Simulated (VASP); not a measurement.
The system is Hf.

```xyz
2
Lattice="3.1924 0.0000 0.0000 -1.5962 2.7647 0.0000 0.0000 0.0000 5.0450" Properties=species:S:1:pos:R:3 pbc="T T T"
Hf    0.0000    1.8431    1.2613
Hf    1.5962    0.9216    3.7838
```

* Program: VASP 6.6.1
* Task: relaxation of cell and atoms
* Functional: LDA
* Potentials or basis: VASP PAW LDA potentials, release 64 (Hf_pv)
* Cutoff: 600 eV
* k mesh: 15 × 15 × 8
* Occupations: gaussian, width 0.1 eV
* Spin: no spin polarisation

At the start: pressure -7.1 GPa; volume 22.26 Å³/atom.

Question: How do energy, volume and symmetry change on relaxing?

Answer: Over 8 steps the energy falls by 33.1 meV/atom and the volume is 20.85 Å³/atom (-6.4 %); space group P6_3/mmc (No. 194, to 0.05 Å).

The path:
| step | energy change (eV) | largest force (eV/Å) | pressure (GPa) | volume (Å³) |
| --- | --- | --- | --- | --- |
| 1 | 0.0000 | 0.0000 | -7.14 | 44.53 |
| 2 | 0.0433 | 0.0000 | 11.38 | 38.43 |
| 3 | -0.0662 | 0.0000 | -0.17 | 41.75 |
| 4 | -0.0662 | 0.0000 | 0.00 | 41.70 |
| 5 | -0.0662 | 0.0000 | 0.16 | 41.64 |
| 6 | -0.0662 | 0.0000 | -0.18 | 41.75 |
| 7 | -0.0662 | 0.0000 | -0.05 | 41.71 |
| 8 | -0.0663 | 0.0000 | -0.01 | 41.69 |

Final structure:
```cif
data_structure
_symmetry_space_group_name_H-M 'P 1'
_symmetry_Int_Tables_number 1
_cell_length_a 3.1222
_cell_length_b 3.1222
_cell_length_c 4.9388
_cell_angle_alpha 90.000
_cell_angle_beta 90.000
_cell_angle_gamma 120.000
_cell_volume 41.69
loop_
_atom_site_label
_atom_site_type_symbol
_atom_site_fract_x
_atom_site_fract_y
_atom_site_fract_z
_atom_site_occupancy
Hf1 Hf 0.33333 0.66667 0.25000 1
Hf2 Hf 0.66667 0.33333 0.75000 1
```
